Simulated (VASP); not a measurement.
**Sc3Te in VASP: the effect of strain**

Crystal: Sc3Te.

```
CELL_PARAMETERS angstrom
0.00000 3.56950 3.56950
3.42672 0.00000 3.56950
3.42672 3.56950 0.00000
ATOMIC_POSITIONS crystal
Sc 0.25000 0.25000 0.25000
Sc 0.75000 0.75000 0.75000
Sc 0.50000 0.50000 0.50000
Te 0.00000 0.00000 0.00000
```

The cell was built by a generator and needn't be a form met in nature.

The cell isn't the ideal one: strain = -0.04.

Alike in all runs:

- Program: VASP 6.6.1
- Task: single point
- Functional: PBE
- Potentials or basis: VASP PAW PBE potentials, release 64 (Sc_sv, Te)
- Cutoff: 520 eV
- k mesh: 5 × 5 × 5
- Occupations: fermi-dirac, width 0.05 eV
- Spin: no spin polarisation
- Strain kind: uniaxial_x
- Further INCAR settings: ALGO = Normal; EDIFF = 1e-06

```csv
strain,pressure (GPa)
-0.04,2.5
-0.02,1.1
-0.01,0.5
0,-0.1
0.01,-0.6
0.02,-1.0
0.04,?
```

Question: What does the run with strain 0.04 give?

Answer: Pressure -1.8 GPa.

Worked out: A parabola through the other rows of the pressure, of slope -29 GPa per unit of strain there, extrapolates to -1.7 GPa, against the run's -1.8.
